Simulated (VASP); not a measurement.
Crystal: CsLiCr2Te2S3.

```
CELL_PARAMETERS angstrom
3.31929 1.91639 6.87982
-3.31929 1.91639 6.87982
0.00000 -3.83279 6.87982
ATOMIC_POSITIONS crystal
Cs 0.00000 0.00000 0.00000
Li 0.50000 0.50000 0.50000
Cr 0.79848 0.79848 0.79848
Cr 0.20152 0.20152 0.20152
Te 0.67990 0.67990 0.67990
Te 0.32010 0.32010 0.32010
S 0.13626 0.86374 0.50000
S 0.50000 0.13626 0.86374
S 0.86374 0.50000 0.13626
```

The cell was built by a generator and needn't be a form met in nature.

| Item | Value |
| --- | --- |
| Program | VASP 6.6.1 |
| Task | relaxation of cell and atoms |
| Functional | PBE |
| Dispersion | D3(BJ) |
| Potentials or basis | VASP PAW PBE potentials, release 64 (Cs_sv, Li_sv, Cr_pv, Te, S) |
| Cutoff | 600 eV |
| k mesh | 5 × 5 × 5 |
| Occupations | fermi-dirac, width 0.05 eV |
| Spin | collinear spin, ferromagnetic start |
| Starting moments | [0.0, 0.0, 3.0, 3.0, 0.0, 0.0, 0.0, 0.0, 0.0] μB |

At the start: pressure -1.8 GPa; volume 29.18 Å³/atom.

Problem. Where does the relaxation end?

Solution. Over 24 steps the energy falls by 20.3 meV/atom and the volume is 26.19 Å³/atom (-10.2 %); space group R32 (No. 155, to 0.05 Å); moment 4.00 μB per cell.

The path:
```
step  energy change (eV)  largest force (eV/Å)  pressure (GPa)  volume (Å³)
   1              0.0000                0.0095           -1.75       262.58
   2             -0.0656                0.4008            0.08       250.65
   3             -0.0657                0.3858            0.00       251.05
   4             -0.0828                0.2403            0.00       249.34
   5             -0.1000                0.4298            0.06       245.24
   6             -0.1084                0.3845            0.07       244.59
   7             -0.1282                0.2483            0.05       242.61
   8             -0.1412                0.2619            0.07       238.64
   9             -0.1416                0.2273            0.06       239.29
  10             -0.1459                0.2110            0.04       239.23
  11             -0.1565                0.1648           -0.03       239.04
  12             -0.1679                0.1658           -0.15       238.64
  13             -0.1691                0.1773           -0.18       238.46
  14             -0.1744                0.1498           -0.11       237.51
  15             -0.1747                0.2023           -0.08       237.22
  16             -0.1778                0.1505            0.05       236.41
  17             -0.1797                0.1105            0.42       233.99
  18             -0.1803                0.0801            0.31       234.76
  19             -0.1826                0.0415            0.10       235.40
  20             -0.1829                0.0230           -0.01       235.74
  21             -0.1829                0.0233           -0.04       235.71
  22             -0.1828                0.0325            0.03       235.56
  23             -0.1829                0.0252            0.01       235.68
  24             -0.1829                0.0064            0.00       235.71
```

Final structure:
```
CELL_PARAMETERS angstrom
3.27711 1.89204 6.33588
-3.27711 1.89204 6.33588
0.00000 -3.78408 6.33588
ATOMIC_POSITIONS crystal
Cs 0.00000 0.00000 0.00000
Li 0.50000 0.50000 0.50000
Cr 0.79523 0.79523 0.79523
Cr 0.20477 0.20477 0.20477
Te 0.66748 0.66748 0.66748
Te 0.33252 0.33252 0.33252
S 0.13774 0.86226 0.50000
S 0.50000 0.13774 0.86226
S 0.86226 0.50000 0.13774
```

Caveat: the cutoff is under 1.25 times the usual one of these potentials, so pressure, stress and relaxed cells hold a basis-set (Pulay) error; only a ferromagnetic start was run, and an antiferromagnetic order may lie lower in energy; pairwise dispersion overbinds metals, which lowers pressure and volume.
